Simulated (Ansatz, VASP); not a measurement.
# ZnS (Wurtzite-2H) in two plane-wave programs, part 3 of 3

Aim: how closely do two programs agree when they are given the same cell, functional and k mesh? The cell is taken from a series of runs on this material, whose earlier steps may have relaxed, scaled, displaced or heated it; both programs get it as it stands.

VASP 6.6.1 and Ansatz 0.2.0.

So far: Starting point; VASP: zone-centre phonons, LDA.

**3. Ansatz: zone-centre phonons, LDA**

Level of this step: Ansatz beside VASP: Kohn-Sham DFT, plane waves, LDA (Ansatz).

Ansatz runs on its PAW soft_1 files.

The same cell, functional (in two slightly different forms) and mesh now go to Ansatz, which takes its cutoff from its data sets.

input.yaml reads:

```yaml
crystal:
  lattice:
    - [3.7679465919, 0.0, 0.0]
    - [-1.8839732959, 3.2631374687, 0.0]
    - [0.0, 0.0, 5.9585596955]
  atoms:
    - { symbol: S, position: [0.3333333249, 0.6666666751, 0.3833307414] }
    - { symbol: S, position: [0.6666666751, 0.3333333249, 0.8833307414] }
    - { symbol: Zn, position: [0.333333342, 0.666666658, 0.0016692586] }
    - { symbol: Zn, position: [0.666666658, 0.333333342, 0.5016692586] }
kpoints:
  mp_grid: { grid: [12, 12, 8] }
hamiltonian:
  xc: lda
  pseudopotentials: { kind: paw, azcp: { folder: soft_1 }, xc_functional: pbe }
scf:
  occupations: { method: fixed }
output:
  eigenvalues: true
phonons:
  method: dfpt
  dielectric: true
  rigid_motions: translations
```

Run with:

```console
$ ansatz run input.yaml --threads 4 --pin off --max-ram 16384MiB --backend cpu --events-out ev --progress --plain --runs-dir out
```

Numbers of over 12 decimals in the logs are rounded to 6 here.

The log of the run:

```text
Engine: ansatz 0.2.0, aarch64-unknown-linux-gnu
Pseudopotentials: kind: paw
Pseudopotential: S, paw, valence charge 6, recommended cutoff 420 eV (normal), soft_1/S.paw.azcp
Pseudopotential: Zn, paw, valence charge 12, recommended cutoff 420 eV (normal), soft_1/Zn.paw.azcp
Functional definition: SPW92
  exchange = slater_x
  correlation = pw_c
Crystal: 4 atoms, lattice volume = 73.262 Å³
Basis set: ecut = 420 eV, 1423 PW (Γ), exchange–correlation on 54×54×80 points (8 copies of the dense FFT grid, shifted against one another)
Bands: 22, of which v1, the nominal top of the filled ones, is band 18 counted from 1 (17 counted from 0)
Symmetry: 12 space group operations
k-points: 320 of 1152 (irreducible under 2 space group operations, time reversal used)
Non-local potential: S, projectors of the file, l = 0: 2, l = 1: 2, l = 2: 1
Non-local potential: Zn, projectors of the file, l = 0: 2, l = 1: 2, l = 2: 3, l = 3: 1
PAW form: soft (Blöchl's): semilocal exchange-correlation on the pseudo side does not see the compensation charge
PAW frozen core: S, regenerated for the run's functional, and the local potential with it (the file was generated under x = pbe(κ = 0.804, μ = 0.219515), c = pbe(β = 0.066725))
PAW frozen core: Zn, regenerated for the run's functional, and the local potential with it (the file was generated under x = pbe(κ = 0.804, μ = 0.219515), c = pbe(β = 0.066725))
PAW one-centre angular grid: S, 110 points (default); XC on 64 Gauss nodes
PAW one-centre angular grid: Zn, 590 points (default); XC on 64 Gauss nodes
Initial density: superposition of atomic densities (chi_scale 0.1, normalization cell, long waves kept (reshape's long-wave potential 0.00 eV rms))
Initial wavefunctions: pseudopotential atomic-orbital guess
Functional: x = slater, c = lda
SCF iter   1: F=—  HF=-8235.057216 eV  |F-HF|=—  |Δ(HF+E_count)|=         —  Δρ=3.83e-2  dr2=6.85e-1  ethr=3.10e-3  ⟨swp⟩=5.0  Hψ=34753  notcnv=0  defer=614
preconditioner: auto → Resta (q_TF=auto, 2.424 Å⁻¹)  ε∞=6.3  [insulator: Δε(μ)=2.533 eV  Ē_g=11.257 eV  n_scr=22 (ndim 8)  ℏωp=26.0 eV  f_vac=0.003  ε∞_Penn≈6.3]
SCF iter   2: F=—  HF=-8234.894381 eV  |F-HF|=—  |Δ(HF+E_count)|=   1.63e-1  Δρ=1.61e-2  dr2=1.56e-1  ethr=1.90e-3  ⟨swp⟩=3.0  Hψ=15318  notcnv=0  defer=634
SCF iter   3: F=—  HF=-8234.860983 eV  |F-HF|=—  |Δ(HF+E_count)|=   3.34e-2  Δρ=1.04e-2  dr2=5.33e-2  ethr=4.33e-4  ⟨swp⟩=2.0  Hψ=12815  notcnv=0  defer=634
SCF iter   4: F=—  HF=-8234.843037 eV  |F-HF|=—  |Δ(HF+E_count)|=   1.79e-2  Δρ=3.04e-3  dr2=4.44e-3  ethr=1.48e-4  ⟨swp⟩=2.0  Hψ=15366  notcnv=0  defer=634
SCF iter   5: F=—  HF=-8234.843226 eV  |F-HF|=—  |Δ(HF+E_count)|=   1.89e-4  Δρ=5.04e-4  dr2=2.10e-4  ethr=1.23e-5  ⟨swp⟩=2.2  Hψ=12213  notcnv=0  defer=637
SCF iter   6: F=—  HF=-8234.843296 eV  |F-HF|=—  |Δ(HF+E_count)|=   7.02e-5  Δρ=2.44e-4  dr2=3.90e-5  ethr=5.85e-7  ⟨swp⟩=2.8  Hψ=12301  notcnv=0  defer=600
SCF iter   7: F=—  HF=-8234.843305 eV  |F-HF|=—  |Δ(HF+E_count)|=   9.28e-6  Δρ=6.35e-5  dr2=1.30e-6  ethr=1.08e-7  ⟨swp⟩=2.5  Hψ=12688  notcnv=0  defer=5
SCF iter   8: F=—  HF=-8234.843306 eV  |F-HF|=—  |Δ(HF+E_count)|=   8.65e-7  Δρ=1.72e-5  dr2=1.33e-7  ethr=3.60e-9  ⟨swp⟩=2.6  Hψ=12894  notcnv=0  defer=1
SCF iter   9: F=—  HF=-8234.843306 eV  |F-HF|=—  |Δ(HF+E_count)|=   2.06e-8  Δρ=1.54e-6  dr2=2.28e-9  ethr=3.70e-10  ⟨swp⟩=2.1  Hψ=12405  notcnv=0  defer=1
SCF iter  10: F=-8234.843306 eV  HF=-8234.843306 eV  |F-HF|=1.09e-11  |Δ(HF+E_count)|=  1.96e-10  Δρ=2.67e-7  dr2=5.62e-11  ethr=1.00e-12  ⟨swp⟩=8.6  Hψ=58779  notcnv=0
SCF 1 converged in 10 iterations: F = -8234.843306 eV  dr2 = 5.62e-11
  greatest PAW one-centre occupation: 0.983 electrons in one spin orbital (limit 2), on the Zn atom at site 3 (counted from 0), in its partial waves of l = 2
DFPT response loops at Γ: preconditioner auto → Resta (q_TF=auto, 2.424 Å⁻¹)  ε∞=5.1 (no band partly filled); β = 1.00, the filter's whole step (`scf.mixing.beta` (0.50) is not read by the response loops at its default; to damp them type it under 1.00, their step now; it binds the ground state too); Broyden in place of MSR1
── the response to a field inside a basis, on 12×12×8 k-points: an SCF that follows is theirs, and a resumed run solves both again ──
Bands: 19, of which v1, the nominal top of the filled ones, is band 18 counted from 1 (17 counted from 0)
k-points: 168 of 1152 (irreducible under 4 space group operations, time reversal used)
Initial density: handed on by an earlier stage of this run
Initial wavefunctions: pseudopotential atomic-orbital guess (no wavefunctions were taken with the density)
Eigensolver: Dense (168 Hₖ)
SCF iter   1: F=—  HF=-8234.840484 eV  |F-HF|=—  |Δ(HF+E_count)|=         —  Δρ=1.57e-4  dr2=2.57e-6  ethr=1.00e-1
preconditioner: auto → Resta (q_TF=auto, 2.424 Å⁻¹)  ε∞=8.0  [insulator: Δε(μ)=2.550 eV  Ē_g=9.819 eV  n_scr=22 (ndim 8)  ℏωp=26.0 eV  f_vac=0.028  ε∞_Penn≈8.0]
SCF iter   2: F=—  HF=-8234.840485 eV  |F-HF|=—  |Δ(HF+E_count)|=   1.10e-6  Δρ=1.15e-4  dr2=3.13e-6  ethr=7.15e-9
SCF iter   3: F=—  HF=-8234.840485 eV  |F-HF|=—  |Δ(HF+E_count)|=   2.30e-7  Δρ=3.06e-5  dr2=1.06e-7  ethr=7.15e-9
SCF iter   4: F=-8234.840485 eV  HF=-8234.840485 eV  |F-HF|=1.30e-8  |Δ(HF+E_count)|=   1.58e-7  Δρ=5.12e-6  dr2=4.66e-9  ethr=2.93e-10
SCF 1 converged in 4 iterations: F = -8234.840485 eV  dr2 = 4.66e-9
DFPT response loops at Γ: preconditioner auto → Resta (q_TF=auto, 2.424 Å⁻¹)  ε∞=4.9 (no band partly filled); β = 1.00, the filter's whole step (`scf.mixing.beta` (0.50) is not read by the response loops at its default; to damp them type it under 1.00, their step now; it binds the ground state too); Broyden in place of MSR1
SCF converged after 10 iterations
Free energy (F): -8234.843306 eV
Harris-Foulkes:  -8234.843306 eV  (|F-HF|=1.09e-11)
Internal energy: -8234.843306 eV  (E = F + TS)
E sigma→0 (E₀):  -8234.843306 eV
Fermi energy:    6.532433 eV
--- Per-component energies (eV) ---
  E_band       = 22.201912
  E_kinetic    = 512.809329
  E_local      = -4455.898097  (includes V_loc(G=0)·N_el)
  E_nonlocal   = 1714.937891
  E_hartree    = 1693.567689
  E_xc         = -334.153934
  E_vxc        = -272.044791  (∫ρ·V_xc dr)
  E_paw        = -4803.895156  (= ΣΔE_a)
  E_vpaw       = -864.737510  (= ΣTr[D̂ρ^β])
  E_aug_tail   = -0.000500  (compensation charges beyond the density's cutoff)
  E_ewald      = -2565.631212
  E_core_change = 3.420682  (= ΣΔE_core)
  E_smearing   = -0.000000  (= −TS)
  E_closure    = -0.000000  (closes the sum)
  Σ components = -8234.843306   (vs F -8234.843306, Δ=0.00e0)
--- Band table (eV; the first three rows and the last of 320) ---
  k-point 0: bands = [... 14 lower, 5.3623, 6.4525, 6.4525, 6.5324, 8.8008, 9.1563, 12.4027, 12.4027]
  k-point 1: bands = [... 14 lower, 5.4000, 6.1613, 6.4066, 6.4066, 9.1217, 9.2065, 12.4211, 12.4211]
  k-point 2: bands = [... 14 lower, 5.5089, 5.5089, 6.2781, 6.2781, 9.3547, 9.6761, 12.4916, 12.4916]
  k-point 319: bands = [... 14 lower, 3.5802, 3.5802, 5.0344, 5.0344, 11.0349, 11.0349, 12.6828, 12.6828]
--- Phonons (Γ-DFPT): 4 representative perturbations + reference, on 320 of 1152 k-points (Σ response iterations 12) ---
  k mesh reduced under 2 symmetry operations, with k and −k counted as one. Each operation leaves every solved perturbation unchanged. A smaller set is not considered because the run solves the response to a homogeneous field
  ASR residual: 1.637e-4 → 0.000e0 eV/Å²; symmetrization residual: 1.633e-5 eV/Å²
  ASR residual per site (eV/Å²): 1.64e-4 1.64e-4 1.12e-4 1.12e-4
  Γ frequencies (cm⁻¹): 0.00 0.00 0.00 66.34 66.34 196.04 297.76 299.04 299.04 307.71 307.71 363.63
  ε∞ (high-frequency dielectric tensor):
        6.121597     0.000000     0.000000
        0.000000     6.121597     0.000000
        0.000000     0.000000     6.088219
  ε⁰ (static dielectric tensor: ions relaxed, cell fixed):
        8.487923     0.000000     0.000000
        0.000000     8.487923     0.000000
        0.000000     0.000000     8.604786
  ε⁰ − ε∞ (ionic part):
        2.366326     0.000000     0.000000
        0.000000     2.366326     0.000000
        0.000000     0.000000     2.516567
  softest optical mode at Γ: 66.34 cm⁻¹; the repairs (sum rule, projections) moved no ω² at Γ by more than (1.75 cm⁻¹)²
  Born effective charges Z* (e; rows j = field, columns β = displacement):
    site 0:
        -1.84083   -0.00000   -0.00000
        -0.00000   -1.84083   -0.00000
        -0.00000   -0.00000   -1.89025
    site 1:
        -1.84083   -0.00000   -0.00000
        -0.00000   -1.84083   -0.00000
        -0.00000   -0.00000   -1.89025
    site 2:
         1.84083    0.00000    0.00000
         0.00000    1.84083    0.00000
         0.00000    0.00000    1.89025
    site 3:
         1.84083    0.00000    0.00000
         0.00000    1.84083    0.00000
         0.00000    0.00000    1.89025
  Z* charge neutrality: 6.064e-4 e pre-enforcement
  solved inside a basis spanned on kpoints, on 12×12×8 k-points, its susceptibility summed on 16×16×8: ε∞ is read to err by 1.9e-2, Z* by 1.3e-2 e (field_mesh: kpoints solves on kpoints); Z* is corrected for what the basis lacks
  optical modes at Γ without the LO–TO term, one row a degenerate level:
      ω (cm⁻¹)  modes    IR ((D/Å)²/amu)
         66.34      2             0.0000
        196.04      1             0.0000
        297.76      1             7.6641
[...]
optical modes at Γ + LO–TO along q̂ = [1.0000, 0.0000, 0.0000]:
      ω (cm⁻¹)  modes    IR ((D/Å)²/amu)
[...]
optical modes at Γ + LO–TO along q̂ = [0.0000, 1.0000, 0.0000]:
      ω (cm⁻¹)  modes    IR ((D/Å)²/amu)
[...]
352.12      1             7.2685
        363.63      1             0.0000
  optical modes at Γ + LO–TO along q̂ = [0.0000, 0.0000, 1.0000]:
      ω (cm⁻¹)  modes    IR ((D/Å)²/amu)
         66.34      2             0.0000
        196.04      1             0.0000
        299.04      2            14.5371
        307.71      2             0.0000
        353.99      1             7.6641
        363.63      1             0.0000
```

**4. Side by side**

Known differences besides the potentials themselves: the two LDA forms differ slightly; fixed occupations in Ansatz, narrow Gaussian smearing in VASP; VASP's response is taken on the typed mesh, Ansatz refines its own for the field response alone; the cutoff is 420 eV in Ansatz and 500 eV in VASP; VASP's log shows a relativistic correction to its local exchange, Ansatz's none. Total energies have different zeros and are not compared.

Both answers:

```tsv
quantity	Ansatz	VASP	difference
ε∞ xx	6.12	6.07	+0.81 %
ε∞ yy	6.12	6.07	+0.81 %
ε∞ zz	6.09	6.04	+0.84 %
Born charge of S1 (mean of the diagonal) (e)	-1.86	-1.87	+0.01
Born charge of Zn3 (mean of the diagonal) (e)	1.86	1.87	-0.01
optical mode 1 to 2 (cm⁻¹)	66.3	65.0	+2.09 %
optical mode 3 (cm⁻¹)	196.0	196.4	-0.19 %
optical mode 4 (cm⁻¹)	297.8	299.5	-0.58 %
optical mode 5 to 6 (cm⁻¹)	299.0	300.6	-0.53 %
optical mode 7 to 8 (cm⁻¹)	307.7	309.3	-0.52 %
optical mode 9 (cm⁻¹)	363.6	365.0	-0.37 %
```

Modes are paired by rising frequency, not by their patterns, so a pair may set unlike modes beside each other; they are those without the splitting of longitudinal modes.

**5. What came out**

| Item | Value |
| --- | --- |
| r.m.s. difference of the optical zone-centre modes, each program's sorted by frequency (zone-centre phonons, LDA) | 1.5 cm⁻¹ |
| difference in optical mode 1 to 2 (zone-centre phonons, LDA) | +2.1 % |

In words: The r.m.s. difference of the optical zone-centre modes, each program's sorted by frequency is 1.5 cm⁻¹ (zone-centre phonons, LDA). Among the rows given in per cent, the largest difference of the zone-centre phonons, LDA pair is in optical mode 1 to 2, +2.1 %. How closely two codes agree says nothing of how well the functional describes the real material.

[Lines on the potential files, build, host, timing and source positions are cut from VASP's logs without a mark.]

[Logs are printed without paths, hosts, clocks, repeated set-up lines and the standing remarks that a program may print on its own settings, such as how far it seeks lower states.]

[Hosts, paths, dates, database ids (printed as entryN), source tags and the programs' standing remarks are cut or masked in the printed files.]
